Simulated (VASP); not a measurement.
A run of VASP 6.6.1:

File INCAR:

```
PREC = Accurate ; ENCUT = 600
EDIFF = 1E-7 ; ISMEAR = 1
SIGMA = 0.1 ; LREAL = False
LASPH = True ; NELM = 100
ALGO = Normal ; ISIF = 3
LWAVE = False ; LCHARG = False
GGA = CA ; IBRION = 2
NSW = 60 ; EDIFFG = -0.005
```

Contents of KPOINTS:

```
regular mesh
0
Gamma
  7 7 7
```

File POSCAR:

```
BaBe5
1.0
    4.6591708300      0.0000000000      0.0000000000
   -2.3295854200      4.0349603000      0.0000000000
    0.0000000000      0.0000000000      3.7585896100
Ba Be
1 5
Direct
    0.0000000000      0.0000000000      0.0000000000
    0.5000000000      0.5000000000      0.5000000000
    0.6666666700      0.3333333300      0.0000000000
    0.0000000000      0.5000000000      0.5000000000
    0.3333333300      0.6666666700      0.0000000000
    0.5000000000      0.0000000000      0.5000000000
```

Potentials or basis: VASP PAW LDA potentials, release 64 (Ba_sv, Be).

Launch:

```bash
$ cat potpaw_LDA.64/Ba_sv/POTCAR potpaw_LDA.64/Be/POTCAR > POTCAR
$ mpirun -np 1 vasp_std > vasp.out
```

Hardware: 1 thread of Intel(R) Xeon(R) Platinum 8488C (Sapphire Rapids), on a shared host.

**Question.** Estimate the wall time of this run.

**Answer.** Wall time 2 min on 1 thread of Intel(R) Xeon(R) Platinum 8488C (Sapphire Rapids) (shared host), peak memory 0.21 GiB. Counts: scf iterations 71, k points 32, ion steps 8.
